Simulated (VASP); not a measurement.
Method: optB86b-vdW, VASP's PBE PAW potentials (set 64) (plane waves; VASP).

VASP input:

**KPOINTS**
```
kpoints
0
Gamma
8 8 8
```

INCAR:
```
SYSTEM = NaCl
PREC = Accurate
ENCUT = 520
EDIFF = 1E-7
NELM = 100
ALGO = Normal
LREAL = .FALSE.
LASPH = .TRUE.
ISMEAR = 0
SIGMA = 0.05
GGA = MK
PARAM1 = 0.1234
PARAM2 = 1.0
LUSE_VDW = .TRUE.
AGGAC = 0.0
LWAVE = .FALSE.
LCHARG = .FALSE.
ISIF = 2
```

**POSCAR**
```
NaCl
2.8616560
  0.0000000000   1.0000001146   1.0000001146
  1.0000001146   0.0000000000   1.0000001146
  1.0000001146   1.0000001146   0.0000000000
Na Cl
1 1
Cartesian
  0.0000000000   0.0000000000   0.0000000000
  1.0000001146   1.0000001146   1.0000001146
```

POTCAR, in this order: Na_pv Cl (PBE.64 set). Program: vasp_std.

What VASP printed:

**OSZICAR**
```
       N       E                     dE             d eps       ncg     rms          rms(c)
DAV:   1     0.981482979980E+02    0.98148E+02   -0.73748E+03   638   0.125E+03
DAV:   2     0.528784008600E+01   -0.92860E+02   -0.87138E+02   721   0.274E+02
DAV:   3    -0.306136863276E+01   -0.83492E+01   -0.82962E+01   758   0.829E+01
DAV:   4    -0.323130974657E+01   -0.16994E+00   -0.16973E+00   731   0.129E+01
DAV:   5    -0.323537556725E+01   -0.40658E-02   -0.40655E-02   822   0.199E+00    0.204E+00
DAV:   6    -0.304766935191E+01    0.18771E+00   -0.39859E-01   728   0.426E+00    0.148E+00
DAV:   7    -0.303892406625E+01    0.87453E-02   -0.85909E-02   829   0.202E+00    0.100E+00
DAV:   8    -0.304491321381E+01   -0.59891E-02   -0.10116E-02   650   0.114E+00    0.249E-01
DAV:   9    -0.304484928834E+01    0.63925E-04   -0.22661E-04   782   0.143E-01    0.135E-01
DAV:  10    -0.304499062882E+01   -0.14134E-03   -0.33030E-04   659   0.148E-01    0.467E-02
DAV:  11    -0.304498229828E+01    0.83305E-05   -0.19964E-05   749   0.393E-02    0.130E-02
DAV:  12    -0.304498255241E+01   -0.25412E-06   -0.31114E-06   680   0.151E-02    0.361E-03
DAV:  13    -0.304498293435E+01   -0.38195E-06   -0.32344E-07   674   0.442E-03    0.930E-04
DAV:  14    -0.304498290332E+01    0.31032E-07   -0.45865E-09   433   0.645E-04
   1 F= -.30449829E+01 E0= -.30449829E+01  d E =-.511190E-12
```

**OUTCAR**
```
------------------------ aborting loop because EDIFF is reached ----------------------------------------
  FORCE on cell =-STRESS in cart. coord.  units (eV):
  Direction    XX          YY          ZZ          XY          YZ          ZX
  --------------------------------------------------------------------------------------
  Total       -0.4131666     -0.4131666     -0.4131666      0.0000000     -0.0000000      0.0000000
  in kB      -14.1238584    -14.1238584    -14.1238584      0.0000000     -0.0000000      0.0000000
  external PRESSURE =     -14.1238584 kB  Pullay stress =       0.0000000 kB
  volume of cell :       46.87
      direct lattice vectors                 reciprocal lattice vectors
     0.000000000  2.861656328  2.861656328    -0.174723986  0.174723986  0.174723986
     2.861656328  0.000000000  2.861656328     0.174723986 -0.174723986  0.174723986
     2.861656328  2.861656328  0.000000000     0.174723986  0.174723986 -0.174723986
  FREE ENERGIE OF THE ION-ELECTRON SYSTEM (eV)
  ---------------------------------------------------
  free  energy   TOTEN  =        -3.0449829033 eV

  energy  without entropy=       -3.0449829033  energy(sigma->0) =       -3.04498290
```
(Selected blocks of OUTCAR.)

**OUTCAR**
```
 val. band max:       -1.0432603117   @ k =   0.0000   0.0000   0.0000

 cond. band min:       3.9012858311   @ k =   0.0000   0.0000   0.0000


 Fermi energy:        -0.8219107763

 k-point     1 :       0.0000    0.0000    0.0000
  band No.  band energies     occupation
      1     -21.9916      2.00000
      2     -21.9915      2.00000
      3     -21.9915      2.00000
      4     -13.5753      2.00000
      5      -1.0433      2.00000
      6      -1.0433      2.00000
      7      -1.0433      2.00000
      8       3.9013      0.00000
      9       9.9842      0.00000
     10       9.9842      0.00000
     11       9.9842      0.00000

 k-point     2 :       0.1250    0.0000    0.0000
  band No.  band energies     occupation
      1     -21.9950      2.00000
      2     -21.9918      2.00000
      3     -21.9918      2.00000
      4     -13.5337      2.00000
      5      -1.3888      2.00000
      6      -1.0806      2.00000
      7      -1.0806      2.00000
      8       4.3792      0.00000
      9       9.4478      0.00000
     10      10.1656      0.00000
     11      10.1657      0.00000

 k-point     3 :       0.2500    0.0000    0.0000
  band No.  band energies     occupation
      1     -22.0033      2.00000
      2     -21.9925      2.00000
      3     -21.9925      2.00000
      4     -13.4306      2.00000
      5      -2.0716      2.00000
      6      -1.1680      2.00000
      7      -1.1680      2.00000
      8       5.3450      0.00000
      9       8.8472      0.00000
     10      10.2304      0.00000
     11      10.2304      0.00000

 k-point     4 :       0.3750    0.0000    0.0000
  band No.  band energies     occupation
      1     -22.0115      2.00000
      2     -21.9931      2.00000
      3     -21.9931      2.00000
      4     -13.3236      2.00000
      5      -2.6352      2.00000
      6      -1.2518      2.00000
      7      -1.2518      2.00000
      8       5.9908      0.00000
      9       8.9535      0.00000
...
```

The compound is NaCl in the rock salt structure. This cell is one point of a volume scan, at 1.06 of the reference volume.
